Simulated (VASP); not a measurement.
Method: r2SCAN meta-GGA, VASP's PBE PAW potentials (set 64) (plane waves; VASP 6.6.1).

The input files of a VASP run:

### INCAR
```
ALGO = Normal
EDIFF = 1E-6
EDIFFG = -0.01
ENCUT = 480
IBRION = 2
ISIF = 3
ISMEAR = 1
LASPH = .True.
LCHARG = .False.
LMAXMIX = 4
LMIXTAU = .True.
LREAL = .False.
LWAVE = .False.
METAGGA = R2SCAN
NELM = 100
NSW = 60
PREC = Accurate
SIGMA = 0.1
SYSTEM = NiAl
```

File KPOINTS:
```
Automatic mesh
0
Gamma
  11 11 11
0 0 0
```

### POSCAR
```
NiAl
1.0
  2.8633882357   0.0000000000   0.0000000000
  0.0000000000   2.8633882357   0.0000000000
  0.0000000000   0.0000000000   2.8633882357
Al Ni
1 1
Direct
  0.5000000000   0.5000000000   0.5000000000
  0.0000000000   0.0000000000   0.0000000000
```

POTCAR, in this order: Al Ni (PBE.64 set). Program: vasp_std.

### Question
Estimate the energy per atom (σ→0), band gap (on the k-mesh).

### Answer

```
Quantity                                                     Value
------------------------  ----------------------------------------
energy per atom (σ→0)                              -10.030 eV/atom
band gap (on the k-mesh)  none (metal, semimetal or under 0.01 eV)
```

OSZICAR:
```
...
DAV:  10    -0.200608753065E+02   -0.49550E-02   -0.10667E-02  1176   0.114E+00    0.294E-01
DAV:  11    -0.200612606385E+02   -0.38533E-03   -0.78846E-03  1334   0.150E+00    0.709E-02
DAV:  12    -0.200612596108E+02    0.10277E-05   -0.13010E-04  1230   0.151E-01    0.430E-02
DAV:  13    -0.200612153290E+02    0.44282E-04   -0.41611E-05  1208   0.775E-02    0.450E-02
DAV:  14    -0.200612447908E+02   -0.29462E-04   -0.10460E-04  1318   0.168E-01    0.762E-03
DAV:  15    -0.200612466639E+02   -0.18731E-05   -0.21005E-06  1060   0.199E-02    0.347E-03
DAV:  16    -0.200612466628E+02    0.11262E-08   -0.12093E-06   560   0.212E-02
   1 F= -.20061247E+02 E0= -.20060919E+02  d E =-.200612E+02
```

The compound is NiAl in the CsCl type structure. It was relaxed first. The start is the result of an earlier pass. The run is not spin-polarised, so no magnetic state was tried. The electron count is odd and the run is not spin-polarised, which forces a metal.
